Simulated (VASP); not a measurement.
All values below come from PBEsol GGA, VASP's PBE PAW potentials (set 64) (plane waves; VASP 6.6.1).

Input for VASP

### POSCAR
```
MgZn3S4
1
    5.4351193863    -0.0000000000     0.0000000000
    0.0000000000     5.4351193863     0.0000000000
   -0.0000000000     0.0000000000     5.4351193863
Mg Zn S
1 3 4
Direct
  0.5000000000   0.5000000000   0.5000000000
  0.0000000000   0.0000000000   0.5000000000
  0.5000000000   0.0000000000   0.0000000000
  0.0000000000   0.5000000000   0.0000000000
  0.7566960693   0.7566960693   0.2433039307
  0.7566960693   0.2433039307   0.7566960693
  0.2433039307   0.2433039307   0.2433039307
  0.2433039307   0.7566960693   0.7566960693
```

### INCAR
```
ALGO  =  Normal
EDIFF  =  1E-6
EDIFFG  =  -0.02
ENCUT  =  400
GGA  =  PS
IBRION  =  2
ISIF  =  3
ISMEAR  =  0
LASPH  =  .TRUE.
LCHARG  =  .FALSE.
LMAXMIX  =  4
LREAL  =  .FALSE.
LWAVE  =  .FALSE.
NELM  =  100
NSW  =  60
PREC  =  Accurate
SIGMA  =  0.05
SYSTEM  =  MgZn3S4
```

File KPOINTS:
```
Automatic mesh
0
Gamma
4 4 4
0 0 0
```

POTCAR, in this order: Mg Zn S (PBE.64 set). Program: vasp_std.

Output of the run:

OUTCAR:
```
 ion  position               nearest neighbor table
   1  0.500  0.500  0.500-   5 2.42   6 2.42   7 2.42   8 2.42
   2  0.000  0.000  0.500-   5 2.33   6 2.33   7 2.33   8 2.33
   3  0.500  0.000  0.000-   5 2.33   6 2.33   7 2.33   8 2.33
   4  0.000  0.500  0.000-   5 2.33   6 2.33   7 2.33   8 2.33
   5  0.757  0.757  0.243-   2 2.33   3 2.33   4 2.33   1 2.42
   6  0.757  0.243  0.757-   2 2.33   3 2.33   4 2.33   1 2.42
   7  0.243  0.243  0.243-   2 2.33   3 2.33   4 2.33   1 2.42
   8  0.243  0.757  0.757-   2 2.33   3 2.33   4 2.33   1 2.42
  LATTYP: Found a simple cubic cell.
 ALAT       =     5.4351193863
 Subroutine PRICEL returns:
 Original cell was already a primitive cell.
 Subroutine GETGRP returns: Found 24 space group operations
The static configuration has the point symmetry T_d .
The dynamic configuration has the point symmetry T_d .
 Subroutine INISYM returns: Found 24 space group operations
 Subroutine IBZKPT returns following result:
 Found     10 irreducible k-points:

 Following reciprocal coordinates:
            Coordinates               Weight
  0.000000  0.000000  0.000000      1.000000
  0.250000  0.000000  0.000000      6.000000
  0.500000  0.000000  0.000000      3.000000
...
```

### OSZICAR
```
       N       E                     dE             d eps       ncg     rms          rms(c)
DAV:   1     0.421938891939E+03    0.42194E+03   -0.24016E+04   740   0.153E+03
DAV:   2     0.160780477928E+02   -0.40586E+03   -0.39129E+03   803   0.361E+02
DAV:   3    -0.317421067435E+02   -0.47820E+02   -0.47455E+02   850   0.128E+02
DAV:   4    -0.333305972811E+02   -0.15885E+01   -0.15850E+01   899   0.246E+01
DAV:   5    -0.333588750145E+02   -0.28278E-01   -0.28269E-01   900   0.328E+00    0.126E+01
DAV:   6    -0.315217286727E+02    0.18371E+01   -0.41912E+00  1132   0.553E+01    0.991E+00
DAV:   7    -0.316395738091E+02   -0.11785E+00   -0.52646E+00   805   0.969E+00    0.485E+00
DAV:   8    -0.315857440889E+02    0.53830E-01   -0.36328E-01  1001   0.683E+00    0.213E+00
DAV:   9    -0.315865726941E+02   -0.82861E-03   -0.54223E-02   964   0.336E+00    0.465E-01
DAV:  10    -0.315868898268E+02   -0.31713E-03   -0.39701E-03   894   0.604E-01    0.302E-01
DAV:  11    -0.315872130349E+02   -0.32321E-03   -0.88942E-04   866   0.151E-01    0.981E-02
DAV:  12    -0.315872344322E+02   -0.21397E-04   -0.11225E-04   879   0.779E-02    0.333E-02
DAV:  13    -0.315872324644E+02    0.19677E-05   -0.15009E-05   987   0.266E-02    0.245E-02
DAV:  14    -0.315872344203E+02   -0.19558E-05   -0.68431E-06   789   0.233E-02    0.134E-02
DAV:  15    -0.315872343651E+02    0.55178E-07   -0.72589E-07   501   0.596E-03
   1 F= -.31587234E+02 E0= -.31587234E+02  d E =-.315872E+02
       N       E                     dE             d eps       ncg     rms          rms(c)
DAV:   1    -0.316012593363E+02   -0.14025E-01   -0.20986E-01   913   0.639E+00    0.863E-01
DAV:   2    -0.315895459929E+02    0.11713E-01   -0.52865E-02   880   0.446E+00    0.332E-01
DAV:   3    -0.315882298420E+02    0.13162E-02   -0.26657E-03   806   0.278E-01    0.159E-01
DAV:   4    -0.315878714921E+02    0.35835E-03   -0.33649E-04   894   0.107E-01    0.809E-02
DAV:   5    -0.315878243833E+02    0.47109E-04   -0.61788E-05  1016   0.979E-02    0.302E-02
DAV:   6    -0.315878239121E+02    0.47122E-06   -0.41243E-05   837   0.508E-02    0.116E-02
DAV:   7    -0.315878232244E+02    0.68769E-06   -0.18281E-06   489   0.146E-02
   2 F= -.31587823E+02 E0= -.31587823E+02  d E =-.588859E-03
```

### OUTCAR
```
------------------------ aborting loop because EDIFF is reached ----------------------------------------
  FORCE on cell =-STRESS in cart. coord.  units (eV):
  Direction    XX          YY          ZZ          XY          YZ          ZX
  --------------------------------------------------------------------------------------
  Total        0.1048592      0.1048592      0.1048592     -0.0000000      0.0000000     -0.0000000
  in kB        1.0513954      1.0513954      1.0513954     -0.0000000      0.0000000     -0.0000000
  external PRESSURE =       1.0513954 kB  Pullay stress =       0.0000000 kB
  volume of cell :      159.79
      direct lattice vectors                 reciprocal lattice vectors
     5.426465053  0.000000000  0.000000000     0.184282031  0.000000000  0.000000000
    -0.000000000  5.426465053  0.000000000    -0.000000000  0.184282031  0.000000000
    -0.000000000 -0.000000000  5.426465053    -0.000000000 -0.000000000  0.184282031
 POSITION                                       TOTAL-FORCE (eV/Angst)
 -----------------------------------------------------------------------------------
      2.71323      2.71323      2.71323         0.000000     -0.000000      0.000000
      5.42647      5.42647      2.71323         0.000000      0.000000      0.000000
      2.71323      5.42647      0.00000         0.000000      0.000000      0.000000
      5.42647      2.71323      0.00000         0.000000     -0.000000      0.000000
      4.10709      4.10709      1.31937         0.007426      0.007426     -0.007426
      4.10709      1.31937      4.10709         0.007426     -0.007426      0.007426
      1.31937      1.31937      1.31937        -0.007426     -0.007426     -0.007426
      1.31937      4.10709      4.10709        -0.007426      0.007426      0.007426
 -----------------------------------------------------------------------------------
    total drift:                                0.000000      0.000000     -0.000000
  FREE ENERGIE OF THE ION-ELECTRON SYSTEM (eV)
  ---------------------------------------------------
  free  energy   TOTEN  =       -31.5878232244 eV

  energy  without entropy=      -31.5878232244  energy(sigma->0) =      -31.58782322

 reached required accuracy - stopping structural energy minimisation
```
(Selected blocks of OUTCAR.)

File CONTCAR:
```
MgZn3S4
   1.00000000000000
     5.4264650525708875    0.0000000000000000    0.0000000000000000
    -0.0000000000000000    5.4264650525708875    0.0000000000000000
    -0.0000000000000000   -0.0000000000000000    5.4264650525708875
  Mg              Zn              S
     1     3     4
Direct
     0.5000000000000000    0.5000000000000000    0.5000000000000000
     1.0000000000000000    1.0000000000000000    0.5000000000000000
     0.5000000000000000    1.0000000000000000    0.0000000000000000
     1.0000000000000000    0.5000000000000000    0.0000000000000000
     0.7568633692020872    0.7568633692020872    0.2431366307979128
     0.7568633692020872    0.2431366307979128    0.7568633692020872
     0.2431366307979128    0.2431366307979128    0.2431366307979128
     0.2431366307979128    0.7568633692020872    0.7568633692020872
```

The structure comes from a computed database's MgZn3S4 entry (P-43m); how it stands against other phases isn't given here. This run relaxes it. Symmetry was kept, so distortions that lower it aren't found. The start is the result of an earlier pass.
